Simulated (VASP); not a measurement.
Calculation: PBE GGA, VASP's PBE PAW potentials (set 64) (plane waves; VASP).

A VASP calculation is set up with these files.

**POSCAR**
```
Re
1.0
  1.3584130000  -2.4583340000   0.0000000000
  1.3584130000   2.4583340000   0.0000000000
  0.0000000000   0.0000000000   4.3408590000
Re
2
Cart
  1.3584130000   0.8194463056   1.0852147500
  1.4104456516  -0.8194463056   3.2556442500
```

**INCAR**
```
ISIF = 2   # forces and stress, cell fixed
LCHARG = .False.
LMAXMIX = 6   # l cut-off of mixed one-centre charges
GGA = PE
PREC = Accurate
SYSTEM = Re
ALGO = Normal   # blocked Davidson
EDIFF = 1E-6   # SCF stop (eV)
LWAVE = .False.
LREAL = .False.   # projection in real space or not
ENCUT = 400
LASPH = .True.   # aspherical one-centre terms
ISMEAR = 0   # Gaussian
SIGMA = 0.05
NELECT = 14.5
NELM = 100   # most electronic steps
```

**KPOINTS**
```
Automatic mesh
0
Gamma
14 14 8
0 0 0
```

POTCAR, in this order: Re (PBE.64 set). Program: vasp_std.

What VASP printed:

File OUTCAR:
```
 ion  position               nearest neighbor table
   1  0.333  0.667  0.250-   2 2.66   2 2.66   2 2.72   2 2.72   2 2.72   2 2.72
   2  0.686  0.352  0.750-   1 2.66   1 2.66   1 2.72   1 2.72   1 2.72   1 2.72
  LATTYP: Found a base centered orthorhombic cell.
 ALAT       =     2.7168260000
 B/A-ratio  =     1.8097103017
 C/A-ratio  =     1.5977684990
 Subroutine PRICEL returns:
 Original cell was already a primitive cell.
 Subroutine GETGRP returns: Found  4 space group operations
The static configuration has the point symmetry C_1 .
 The point group associated with its full space group is C_2h.
The dynamic configuration has the point symmetry C_1 .
 Subroutine INISYM returns: Found  4 space group operations
 Subroutine IBZKPT returns following result:
 Found    500 irreducible k-points:

 Following reciprocal coordinates:
            Coordinates               Weight
  0.000000  0.000000  0.000000      1.000000
  0.071429  0.000000  0.000000      2.000000
  0.000000  0.071429  0.000000      2.000000
  0.142857 -0.000000  0.000000      2.000000
 -0.000000  0.142857  0.000000      2.000000
  0.214286  0.000000  0.000000      2.000000
  0.000000  0.214286  0.000000      2.000000
  0.285714  0.000000  0.000000      2.000000
  0.000000  0.285714  0.000000      2.000000
  0.357143  0.000000  0.000000      2.000000
  0.000000  0.357143  0.000000      2.000000
  0.428571  0.000000  0.000000      2.000000
  0.000000  0.428571  0.000000      2.000000
  0.500000  0.000000  0.000000      1.000000
  0.000000  0.500000  0.000000      1.000000
  0.071429  0.071429  0.000000      2.000000
  0.142857  0.071429  0.000000      2.000000
  0.071429  0.142857  0.000000      2.000000
  0.214286  0.071429  0.000000      2.000000
  0.071429  0.214286  0.000000      2.000000
  0.285714  0.071429  0.000000      2.000000
...
```

**OSZICAR**
```
       N       E                     dE             d eps       ncg     rms          rms(c)
DAV:   1     0.259614097946E+02    0.25961E+02   -0.63235E+03 21097   0.145E+03
DAV:   2    -0.170506703849E+02   -0.43012E+02   -0.36908E+02 18769   0.344E+02
DAV:   3    -0.214235987954E+02   -0.43729E+01   -0.36642E+01 19465   0.169E+02
DAV:   4    -0.216714676462E+02   -0.24787E+00   -0.21543E+00 19726   0.195E+01
DAV:   5    -0.216858830898E+02   -0.14415E-01   -0.11862E-01 19453   0.273E+00    0.443E+01
DAV:   6    -0.210160289872E+02    0.66985E+00   -0.50974E-01 20623   0.221E+01    0.208E+01
DAV:   7    -0.206613185832E+02    0.35471E+00   -0.75618E-01 21306   0.256E+01    0.117E+00
DAV:   8    -0.206554406060E+02    0.58780E-02   -0.81338E-03 19103   0.233E+00    0.675E-01
DAV:   9    -0.206532799195E+02    0.21607E-02   -0.23368E-03 21650   0.831E-01    0.128E-01
DAV:  10    -0.206532814800E+02   -0.15605E-05   -0.13901E-04 19771   0.246E-01    0.103E-02
DAV:  11    -0.206532846304E+02   -0.31504E-05   -0.28599E-06 13835   0.243E-02    0.321E-03
DAV:  12    -0.206532842813E+02    0.34903E-06   -0.29221E-07  9577   0.280E-02
   1 F= -.20653284E+02 E0= -.20652653E+02  d E =-.126265E-02
```

**OUTCAR**
```
------------------------ aborting loop because EDIFF is reached ----------------------------------------
  FORCE on cell =-STRESS in cart. coord.  units (eV):
  Direction    XX          YY          ZZ          XY          YZ          ZX
  --------------------------------------------------------------------------------------
  Total        9.7788169      6.1980422     10.0331766     -0.1952035      0.0000000      0.0000000
  in kB      540.4039356    342.5206165    554.4605421    -10.7874761      0.0000000      0.0000000
  external PRESSURE =     479.1283647 kB  Pullay stress =       0.0000000 kB
  volume of cell :       28.99
      direct lattice vectors                 reciprocal lattice vectors
     1.358413000 -2.458334000  0.000000000     0.368076572 -0.203389775  0.000000000
     1.358413000  2.458334000  0.000000000     0.368076572  0.203389775  0.000000000
     0.000000000  0.000000000  4.340859000     0.000000000  0.000000000  0.230369150
 POSITION                                       TOTAL-FORCE (eV/Angst)
 -----------------------------------------------------------------------------------
      1.35841      0.81945      1.08521         0.362187     -0.212327      0.000000
      1.41045     -0.81945      3.25564        -0.362187      0.212327      0.000000
 -----------------------------------------------------------------------------------
    total drift:                               -0.000001     -0.000000      0.000000
  FREE ENERGIE OF THE ION-ELECTRON SYSTEM (eV)
  ---------------------------------------------------
  free  energy   TOTEN  =       -20.6532842813 eV

  energy  without entropy=      -20.6520216271  energy(sigma->0) =      -20.65265295
```
(Selected blocks of OUTCAR.)

The cell is charged, with a uniform compensating background.

The compound is Re in the hcp structure. The cell was not relaxed at this level, atoms are displaced from their ideal sites. The run is one of a series of settings (ISMEAR = 0, NELECT = 14.5, SIGMA = 0.05 against the base run), some of them coarse on purpose.
